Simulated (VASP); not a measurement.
OSZICAR of a VASP run on PtSe₂ (1T layered):

OSZICAR:
```
       N       E                     dE             d eps       ncg     rms          rms(c)
DAV:   1     0.508857742339E+02    0.50886E+02   -0.10372E+04  1200   0.131E+03
DAV:   2    -0.820018884628E+02   -0.13289E+03   -0.13043E+03  1508   0.244E+02
DAV:   3    -0.876009894689E+02   -0.55991E+01   -0.55686E+01  1529   0.536E+01
DAV:   4    -0.876470748302E+02   -0.46085E-01   -0.46076E-01  1410   0.522E+00
DAV:   5    -0.876477154282E+02   -0.64060E-03   -0.64059E-03  1550   0.579E-01    0.132E+01
DAV:   6    -0.831582980896E+02    0.44894E+01   -0.82334E+00  1319   0.305E+01    0.862E+00
DAV:   7    -0.812774108483E+02    0.18809E+01   -0.13096E+00  1242   0.133E+01    0.440E+00
DAV:   8    -0.814266265323E+02   -0.14922E+00   -0.42372E-01  1298   0.479E+00    0.111E+00
DAV:   9    -0.814708310118E+02   -0.44204E-01   -0.77579E-02  1270   0.313E+00    0.241E-01
DAV:  10    -0.814945646787E+02   -0.23734E-01   -0.32772E-02  1291   0.173E+00    0.163E-01
DAV:  11    -0.814924855988E+02    0.20791E-02   -0.75555E-03  1228   0.108E+00    0.129E-01
DAV:  12    -0.814949961903E+02   -0.25106E-02   -0.63697E-03  1228   0.981E-01    0.766E-02
DAV:  13    -0.814972517765E+02   -0.22556E-02   -0.76003E-04  1368   0.324E-01    0.255E-02
DAV:  14    -0.814974330662E+02   -0.18129E-03   -0.15394E-04  1298   0.148E-01    0.978E-03
DAV:  15    -0.814975146256E+02   -0.81559E-04   -0.56108E-05  1298   0.826E-02    0.315E-03
DAV:  16    -0.814975140420E+02    0.58355E-06   -0.36514E-06  1473   0.199E-02    0.182E-03
DAV:  17    -0.814975163216E+02   -0.22796E-05   -0.61631E-07  1347   0.878E-03    0.777E-04
DAV:  18    -0.814975165065E+02   -0.18492E-06   -0.27957E-07  1089   0.625E-03    0.524E-04
DAV:  19    -0.814975168384E+02   -0.33183E-06   -0.33264E-08   712   0.173E-03    0.201E-04
DAV:  20    -0.814975165647E+02    0.27365E-06   -0.12046E-08   649   0.138E-03    0.107E-04
DAV:  21    -0.814975166538E+02   -0.89100E-07   -0.25164E-09   642   0.448E-04
   1 F= -.81497517E+02 E0= -.81497517E+02  d E =0.000000E+00
       N       E                     dE             ncg
       N       E                     dE             ncg
```

Task: Which electronic solver shows in the log?

Result: It is blocked Davidson (ALGO = Normal, or the opening steps of other solvers). The INCAR had ALGO = Normal.

Task: Can the final energy be trusted as converged?

Result: The calculation finished and met its thresholds. It stopped with EDIFF = 1E-7, NELM = 100 (r2SCAN meta-GGA, plane waves, VASP's PBE PAW potentials (set 64)).

The compound is PtSe2 in the 1T layered structure. It was relaxed first, which changed the volume by +12 %.
